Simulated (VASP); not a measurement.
```
CaO
1.0
    0.00000     2.40044     2.40044
    2.40044     0.00000     2.40044
    2.40044     2.40044     0.00000
Ca O
1 1
Cartesian
  0.00000   0.00000   0.00000
  2.40044   2.40044   2.40044
```

Computed with PBE GGA with D3 dispersion (zero damping), VASP's PBE PAW potentials (set 64) (plane waves; VASP). Numerical set-up: 520 eV cut-off, 11×11×11 Γ-centred mesh, tetrahedra with Blöchl corrections, potentials Ca_sv O.

Problem. Tabulate the total density of states (states/eV per cell) against energy (eV; zero at the valence-band maximum or, without a gap, the Fermi level).

Solution. 
```
E (eV) | DOS (states/eV)
    -9.94 |  0.00
    -9.70 |  0.00
    -9.46 |  0.00
    -9.34 |  0.00
    -9.10 |  0.00
    -8.86 |  0.00
    -8.62 |  0.00
    -8.38 |  0.00
    -8.26 |  0.00
    -8.02 |  0.00
    -7.78 |  0.00
    -7.54 |  0.00
    -7.30 |  0.00
    -7.18 |  0.00
    -6.94 |  0.00
    -6.70 |  0.00
    -6.46 |  0.00
    -6.22 |  0.00
    -6.10 |  0.00
    -5.86 |  0.00
    -5.62 |  0.00
    -5.38 |  0.00
    -5.14 |  0.00
    -5.02 |  0.00
    -4.78 |  0.00
    -4.54 |  0.00
    -4.30 |  0.00
    -4.06 |  0.00
    -3.94 |  0.00
    -3.70 |  0.00
    -3.46 |  0.00
    -3.22 |  0.00
    -2.98 |  0.00
    -2.86 |  0.00
    -2.62 |  0.04
    -2.38 | ## 0.56
    -2.14 | ##### 1.30
    -1.90 | ######### 2.22
    -1.78 | ########## 2.39
    -1.54 | ###### 1.63
    -1.30 | ##### 1.19
    -1.06 | ############################## 7.54
    -0.94 | ######################## 6.02
    -0.70 | ############## 3.55
    -0.46 | ########### 2.71
    -0.22 | ### 0.70
     0.02 |  0.02
     0.14 |  0.00
     0.38 |  0.00
     0.62 |  0.00
     0.86 |  0.00
     1.10 |  0.00
     1.22 |  0.00
     1.46 |  0.00
     1.70 |  0.00
     1.94 |  0.00
     2.18 |  0.00
     2.30 |  0.00
     2.54 |  0.00
     2.78 |  0.00
     3.02 |  0.00
     3.26 |  0.00
     3.38 |  0.00
     3.62 |  0.00
     3.86 |  0.10
     4.10 | # 0.21
     4.34 | # 0.28
     4.46 | # 0.32
     4.70 | ## 0.40
     4.94 | ## 0.49
     5.18 | ## 0.61
     5.42 | ### 0.74
     5.54 | ### 0.82
     5.78 | #### 1.06
     6.02 | ###### 1.47
     6.26 | ##### 1.20
     6.50 | ##### 1.24
     6.62 | ##### 1.18
     6.86 | ##### 1.33
     7.10 | ####### 1.70
```
Within 2 eV below the valence-band maximum the largest weight inside VASP's projection spheres is O p.

The compound is CaO in the rock salt structure. It was relaxed first.
